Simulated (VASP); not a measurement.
# CdC4F6 (P-1) in VASP: single point with r2SCAN

Aim: the single point of CdC4F6 with r2SCAN.

All numbers are computed with VASP 6.6.1; they aren't measurements. Logs are shortened: lines on timing, memory, paths and dates and some standing lists are left out, and cuts for length are marked.

**1. Starting point**

The typed cell holds 11 atoms: a = 3.983 Å, b = 5.087 Å, c = 6.323 Å, α = 111.53°, β = 109.44°, γ = 104.32°.

The cell was built by a generator and needn't be a form met in nature.

**2. Single point, r2SCAN**

POSCAR

```
CdC4F6
1.0
    3.9798318756      0.0369152968     -0.1463966117
   -1.3175041358      4.9011985800     -0.3521355613
   -1.8804872685     -2.5201807866      5.4853604980
Cd C F
1 4 6
Direct
    0.0000000000      0.0000000000      0.0000000000
    0.2541522139      0.1256322213      0.7936118441
    0.7458477861      0.8743677787      0.2063881559
    0.1959881947      0.3315139748      0.7268711775
    0.8040118053      0.6684860252      0.2731288225
    0.4411486454     -0.0248616638      0.6807776589
    0.5588513546      1.0248616638      0.3192223411
    0.3121608728      0.4218554464      0.5849357913
    0.6878391272      0.5781445536      0.4150642087
   -0.0021597259      0.4847429419      0.8028403868
    1.0021597259      0.5152570581      0.1971596132
```

INCAR.step1

```
SYSTEM = CdC4F6
PREC = Accurate ; ENCUT = 520
ISMEAR = -1 ; SIGMA = 0.0901
LREAL = .False. ; LASPH = .True.
NELM = 80 ; NBANDS = 46
GGA = PE ; ALGO = Normal
EDIFF = 1E-4 ; LWAVE = .True.
LCHARG = .False.
```

INCAR.step2

```
SYSTEM = CdC4F6
PREC = Accurate ; ENCUT = 520
EDIFF = 1E-6 ; ISMEAR = -1
SIGMA = 0.0901 ; LREAL = .False.
LASPH = .True. ; NELM = 80
ALGO = Normal ; ISIF = 2
LWAVE = .False. ; LCHARG = .False.
METAGGA = R2SCAN ; LMIXTAU = .True.
NBANDS = 46 ; ISTART = 1
```

KPOINTS

```
Automatic mesh
0
Gamma
  4 4 3
  0 0.5 0.5
```

Potentials or basis: VASP PAW PBE potentials, release 64 (Cd, C, F).

Started as:

```console
> cat potpaw_PBE.64/Cd/POTCAR potpaw_PBE.64/C/POTCAR potpaw_PBE.64/F/POTCAR > POTCAR
> cp INCAR.step1 INCAR
> mpirun -np 1 vasp_std > vasp.out
> cp INCAR.step2 INCAR
> mpirun -np 1 vasp_std > vasp.out
```

OUTCAR:

```text
SYSTEM = CdC4F6
   PREC = Accurate
   ENCUT = 520
   EDIFF = 1E-6
   ISMEAR = -1
   LREAL = .False.
   LASPH = .True.
   NELM = 80
   ISIF = 2
   METAGGA = R2SCAN
   ISTART = 1

 ion  position               nearest neighbor table
   1  0.000  0.000  0.000-   2 2.08   3 2.08   7 2.39   6 2.39  10 2.45  11 2.45
   2  0.254  0.126  0.794-   4 1.31   6 1.37   1 2.08
   3  0.746  0.874  0.206-   5 1.31   7 1.37   1 2.08
   4  0.196  0.332  0.727-   8 1.31   2 1.31  10 1.32
   5  0.804  0.668  0.273-   9 1.31   3 1.31  11 1.32
   6  0.441  0.975  0.681-   2 1.37   1 2.39
   7  0.559  0.025  0.319-   3 1.37   1 2.39
   8  0.312  0.422  0.585-   4 1.31
   9  0.688  0.578  0.415-   5 1.31
  10  0.998  0.485  0.803-   4 1.32   1 2.45
  11  0.002  0.515  0.197-   5 1.32   1 2.45

  LATTYP: Found a triclinic cell.
 ALAT       =     9.2800066808
 B/A-ratio  =     1.1023901618
 C/A-ratio  =     1.5318213936
 COS(alpha) =     0.0010910362
 COS(beta)  =     0.6777715179
 COS(gamma) =     0.7321227454

  Lattice vectors:

 A1 = (  -3.4441682111,  -7.3560469670,  -4.4882961520)
 A2 = (  -8.7415042225,  -2.4917636838,  -4.6940351016)
 A3 = (   5.8329996759, -12.1834149534,  -4.4289538141)

Analysis of symmetry for initial positions (statically):
=====================================================================
 Subroutine PRICEL returns:
 Original cell was already a primitive cell.

 Routine SETGRP: Setting up the symmetry group for a
 triclinic supercell.

 Subroutine GETGRP returns: Found  2 space group operations
 (whereof  2 operations were pure point group operations)
 out of a pool of  2 trial point group operations.

The static configuration has the point symmetry S_2 .

Analysis of symmetry for dynamics (positions and initial velocities):
=====================================================================
 Subroutine PRICEL returns:
 Original cell was already a primitive cell.

 Routine SETGRP: Setting up the symmetry group for a
 triclinic supercell.

 Subroutine GETGRP returns: Found  2 space group operations
 (whereof  2 operations were pure point group operations)
 out of a pool of  2 trial point group operations.

The dynamic configuration has the point symmetry S_2 .

 Subroutine INISYM returns: Found  2 space group operations
 (whereof  2 operations are pure point group operations),
 and found     1 'primitive' translations

----------------------------------------------------------------------------------------

                                     Primitive cell

  volume of cell :     101.9211

  direct lattice vectors                    reciprocal lattice vectors
     3.979831876  0.036915297 -0.146396612     0.255073680  0.077404677  0.123006790
    -1.317504136  4.901198580 -0.352135561     0.001633147  0.211492132  0.097727309
    -1.880487269 -2.520180787  5.485360498     0.006912401  0.015642670  0.191859959

  length of vectors
     3.982694624  5.087392664  6.322714872     0.293572370  0.232985442  0.192620659

  position of ions in fractional coordinates (direct lattice)
     0.000000000  0.000000000  0.000000000
     0.254152214  0.125632221  0.793611844
     0.745847786  0.874367779  0.206388156
     0.195988195  0.331513975  0.726871178
     0.804011805  0.668486025  0.273128822
     0.441148645  0.975138336  0.680777659
     0.558851355  0.024861664  0.319222341
     0.312160873  0.421855446  0.584935791
     0.687839127  0.578144554  0.415064209
     0.997840274  0.484742942  0.802840387
     0.002159726  0.515257058  0.197159613

  ion indices of the primitive-cell ions
   primitive index   ion index
                 1           1
                 2           2
                 3           3
                 4           4
                 5           5
                 6           6
                 7           7
                 8           8
                 9           9
                10          10
                11          11

----------------------------------------------------------------------------------------

 KPOINTS: Automatic mesh

Automatic generation of k-mesh.
 Grid dimensions read from file:
 generate k-points for:    4    4    3

 Generating k-lattice:

  Cartesian coordinates                     Fractional coordinates (reciprocal lattice)
     0.063768420  0.019351169  0.030751697     0.250000000  0.000000000  0.000000000
     0.000408287  0.052873033  0.024431827     0.000000000  0.250000000 -0.000000000
     0.002304134  0.005214223  0.063953320     0.000000000  0.000000000  0.333333333

  Length of vectors
     0.073393092  0.058246361  0.064206886

  Shift w.r.t. Gamma in fractional coordinates (k-lattice)
     0.000000000  0.500000000  0.500000000

 Subroutine IBZKPT returns following result:
 ===========================================

 Found     24 irreducible k-points:

 Following reciprocal coordinates:
            Coordinates               Weight
  0.000000  0.125000  0.166667      2.000000
  0.250000  0.125000  0.166667      2.000000
  0.500000  0.125000  0.166667      2.000000
 -0.250000  0.125000  0.166667      2.000000
  0.000000  0.375000  0.166667      2.000000
  0.250000  0.375000  0.166667      2.000000
[... 16 lines left out ...]
  0.500000  0.375000  0.500000      2.000000
 -0.250000  0.375000  0.500000      2.000000
   k-points           NKPTS =     24   k-points in BZ     NKDIM =     24   number of bands    NBANDS=     46
   number of dos      NEDOS =    301   number of ions     NIONS =     11
   total plane-waves  NPLWV =  57600
   dimension x,y,z NGX =    30 NGY =   40 NGZ =   48
   dimension x,y,z NGXF=    60 NGYF=   80 NGZF=   96
   ions per type =               1   4   6
   NGX,Y,Z   is equivalent  to a cutoff of  12.52, 13.07, 12.62 a.u.
   NGXF,Y,Z  is equivalent  to a cutoff of  25.05, 26.14, 25.24 a.u.
 SYSTEM =  CdC4F6
   PREC   = accura    normal or accurate (medium, high low for compatibility)
   ISTART =      1    job   : 0-new  1-cont  2-samecut
   ICHARG =      0    charge: 1-file 2-atom 10-const
   ISPIN  =      1    spin polarized calculation?
   LNONCOLLINEAR =      F non collinear calculations
   LSORBIT =      F    spin-orbit coupling
   LASPH  =      T    aspherical Exc in radial PAW
   ENCUT  =  520.0 eV  38.22 Ry    6.18 a.u.   7.41  9.46 11.76*2*pi/ulx,y,z
   NELM   =     80;   NELMIN=  2; NELMDL=  0     # of ELM steps
   EDIFF  = 0.1E-05   stopping-criterion for ELM
   LREAL  =      F    real-space projection
   EDIFFG = 0.1E-04   stopping-criterion for IOM
   NSW    =      0    number of steps for IOM
   IBRION =     -1    ionic relax: 0-MD 1-quasi-New 2-CG
   NFREE  =      0    steps in history (QN), initial steepest desc. (CG)
   ISIF   =      2    stress and relaxation
   ISYM   =      2    0-nonsym 1-usesym 2-fastsym
   POTIM  = 0.5000    time-step for ionic-motion
   TEBEG  =    0.0;   TEEND  =   0.0 temperature during run
   PSTRESS=    0.0 pullay stress
   NELECT =      70.0000    total number of electrons
   NUPDOWN=      -1.0000    fix difference up-down
   EMIN   =  10.00;   EMAX   =-10.00  energy-range for DOS
   EFERMI =   0.00;   METHOD = LEGACY
   ISMEAR =    -1;   SIGMA  =   0.09  broadening in eV -4-tet -1-fermi 0-gaus
   EFERMI_NEDOS =   21; number of points for ismear=-14 and -15
   IALGO  =     38    algorithm
   IMIX   =      4    mixing-type and parameters
     AMIX     =   0.40;   BMIX     =  1.00
     AMIX_MAG =   1.60;   BMIX_MAG =  1.00
  volume/ion in A,a.u.               =       9.27        62.53
  Fermi-wavevector in a.u.,A,eV,Ry     =   1.444395  2.729512 28.385538  2.086278
  Thomas-Fermi vector in A             =   2.562695
   LORBIT       =      0    0 simple, 1 ext, 2 COOP (PROOUT), +10 PAW based schemes
   METAGGA = R2SCAN    functional components
   LHFCALC =     F    Hartree Fock is set to
   AEXX    =    0.0000 exact exchange contribution
   IVDW    =     0    specifies the selected vdW correction
   LEPSILON=     F    determine dielectric tensor
   LRPA    =     F    only Hartree local field effects (RPA)
 non-spin polarized calculation
  energy-cutoff  :      520.00
  volume of cell :      101.92
 maximum number of plane-waves:      2765
 NGX is ok and might be reduce to    30
   NGX = 15   NGY = 19   NGZ = 23

 number of electron      70.0000001 magnetization

 Free energy of the ion-electron system (eV)
  ---------------------------------------------------
  ext. energy  EPLUGINS =         0.00000000
  ---------------------------------------------------
  free energy    TOTEN  =       -85.70464159 eV

  energy without entropy =      -85.70464159  energy(sigma->0) =      -85.70464159

 E-fermi :   4.8465     XC(G=0): -11.6384

 val. band max:        2.7601481496   @ k =   0.5000   0.1250   0.5000
 cond. band min:       7.0903049929   @ k =   0.0000   0.1250   0.5000
 fundamental gap:      4.3301568433
 Fermi energy:         4.8465341957

 k-point     1 :       0.0000    0.1250    0.1667
  band No.  band energies     occupation
      1     -26.7966      2.00000
      2     -26.4750      2.00000
      3     -24.8751      2.00000
      4     -24.7287      2.00000
      5     -24.4929      2.00000
      6     -24.4101      2.00000
[... 38 lines left out ...]
     45      15.3417      0.00000
     46      15.8069      0.00000

 k-point     2 :       0.2500    0.1250    0.1667
  band No.  band energies     occupation
      1     -26.6658      2.00000
      2     -26.4438      2.00000
      3     -25.0335      2.00000
      4     -24.8046      2.00000
      5     -24.5081      2.00000
      6     -24.3522      2.00000
[... 1070 lines left out ...]
 k-point    24 :      -0.2500    0.3750    0.5000
  band No.  band energies     occupation
      1     -26.5991      2.00000
      2     -26.5096      2.00000
      3     -24.9878      2.00000
      4     -24.7654      2.00000
      5     -24.5178      2.00000
      6     -24.4446      2.00000
[... 38 lines left out ...]
     45      15.2079      0.00000
     46      15.5603      0.00000

------------------------ aborting loop because EDIFF is reached ----------------------------------------

  FORCE on cell =-STRESS in cart. coord.  units (eV):
  Direction    XX          YY          ZZ          XY          YZ          ZX
  --------------------------------------------------------------------------------------
  -------------------------------------------------------------------------------------
  Total       14.8162167     13.7488293     13.5805514     -0.2809240     -0.5841982     -1.3449386
  in kB      232.9076241    216.1285315    213.4832407     -4.4160621     -9.1834647    -21.1421348
  external PRESSURE =     220.8397988 kB  Pullay stress =       0.0000000 kB

 VOLUME and BASIS-vectors are now :
 -----------------------------------------------------------------------------
  energy-cutoff  :      520.00
  volume of cell :      101.92
      direct lattice vectors                 reciprocal lattice vectors
     3.979831876  0.036915297 -0.146396612     0.255073680  0.077404677  0.123006790
    -1.317504136  4.901198580 -0.352135561     0.001633147  0.211492132  0.097727309
    -1.880487269 -2.520180787  5.485360498     0.006912401  0.015642670  0.191859959

 POSITION                                       TOTAL-FORCE (eV/Angst)
 -----------------------------------------------------------------------------------
      0.00000      0.00000      0.00000         0.000000      0.000000      0.000000
     -0.64641     -1.37491      4.27180        -0.243483      0.124169      0.131173
      1.42826      3.79285      0.71503         0.243483     -0.124169     -0.131173
     -1.02364     -0.19980      3.84172         0.154423     -0.512578      0.179045
      1.80548      2.61773      1.14511        -0.154423      0.512578     -0.179045
     -0.80925      3.07995      3.32635         0.323506     -0.125200     -0.181908
      1.59109     -0.66202      1.66048        -0.323506      0.125200      0.181908
     -0.41341      0.60498      3.01433         0.281190      0.372203     -0.385729
      1.19525      1.81296      1.97249        -0.281190     -0.372203      0.385729
      1.82285      0.38935      4.08709        -0.454403      0.231240      0.163926
     -1.04101      2.02858      0.89974         0.454403     -0.231240     -0.163926
 -----------------------------------------------------------------------------------
    total drift:                               -0.000000      0.000000      0.000000

  FREE ENERGIE OF THE ION-ELECTRON SYSTEM (eV)
  ---------------------------------------------------
  free  energy   TOTEN  =       -85.7046415927 eV

  energy  without entropy=      -85.7046415927  energy(sigma->0) =      -85.70464159
```

It took 3.7 min on 1 thread of Intel Xeon 6975P-C (Granite Rapids), shared host; peak memory 0.29 GiB.

Results:

| Item | Value |
| --- | --- |
| Free energy | -85.7046 eV |
| Pressure | 22.1 GPa |
| Largest force | 0.605 eV/Å |
| Band gap on the k mesh | 4.33 eV, indirect (least direct gap 4.42 eV) |

Forces on the atoms (eV/Å):
```
Cd   0.000  0.000  0.000
C   -0.243  0.124  0.131
C    0.243 -0.124 -0.131
C    0.154 -0.513  0.179
C   -0.154  0.513 -0.179
F    0.324 -0.125 -0.182
F   -0.324  0.125  0.182
F    0.281  0.372 -0.386
F   -0.281 -0.372  0.386
F   -0.454  0.231  0.164
F    0.454 -0.231 -0.164
```

Stress tensor (GPa, compression positive):
```
23.29 -0.44 -2.11
-0.44 21.61 -0.92
-2.11 -0.92 21.35
```

Caveat: the k mesh is coarse (spacing up to 0.46 Å⁻¹), so the values aren't converged; so large a pressure means that the cell lies far from this level's equilibrium, or that cutoff or potentials fall short; the potentials were made for another functional, which shifts forces and pressure.
